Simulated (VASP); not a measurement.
Given:

```xyz
4
Lattice="2.5223 -6.6653 0.0000 2.5223 6.6653 0.0000 0.0000 0.0000 4.9708" Properties=species:S:1:pos:R:3 pbc="T T T"
Te     2.5223    -0.8532     1.2427
Te     2.5223     0.8532     3.7281
Re     2.5223    -4.7290     1.2427
Re     2.5223     4.7290     3.7281
```

The numbers are results of PBE GGA, VASP's PBE PAW potentials (set 64) (plane waves; VASP), not measurements. Run with 300 eV cut-off, 3×3×3 Γ-centred mesh, Gaussian smearing of 0.20 eV, potentials Te Re.

At this cut-off the stress carries a Pulay error, which pulls relaxed volumes low. Unless said otherwise, spin-orbit coupling is left out, though it shifts the bands of the heavy elements here.

**Question.** Estimate the energy per atom (σ→0), pressure, band gap (on the k-mesh) with the smallest direct gap where there is one.

**Answer.** 
```
Quantity                                                    Result
------------------------  ----------------------------------------
band gap (on the k-mesh)  none (metal, semimetal or under 0.01 eV)
energy per atom (σ→0)                       -337.1 kJ/mol of atoms
pressure                                                -12.10 GPa
```

The structure was generated: ReTe was put into an ordered model structure, which need not be its known phase. The cell was not relaxed at this level. The k-mesh is coarse (spacing up to 0.44 per Å, 2π included), so the numbers may not be converged in it. VASP warned that the highest band is occupied, so more bands are needed.
